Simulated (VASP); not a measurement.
Input:

```yaml
crystal:
  lattice:
    - [-2.42619, 2.42619, 1.23209]
    - [2.42619, -2.42619, 1.23209]
    - [2.42619, 2.42619, -1.23209]
  atoms:
    - { symbol: P, position: [0.75000, 0.25000, 0.50000] }
    - { symbol: P, position: [0.00000, 0.00000, 0.00000] }
```

Method: PBEsol GGA, VASP's PBE PAW potentials (set 64) (plane waves; VASP). Numerical set-up: 400 eV cut-off, 18×18×18 Γ-centred mesh, tetrahedra with Blöchl corrections, potentials P.

Q: Predict the energy per atom (σ→0), band gap (on the k-mesh) with the smallest direct gap where there is one.

A: 
The band gap (on the k-mesh) is none (metal, semimetal or under 0.01 eV). The energy per atom (σ→0) is -5.474 eV/atom.

The absolute energy has meaning only against runs of the same code, potentials and settings.

The structure was generated: P was put into the beta-Sn type (I4_1/amd), which need not be its known phase. It was relaxed first, which changed the volume by -5 %.
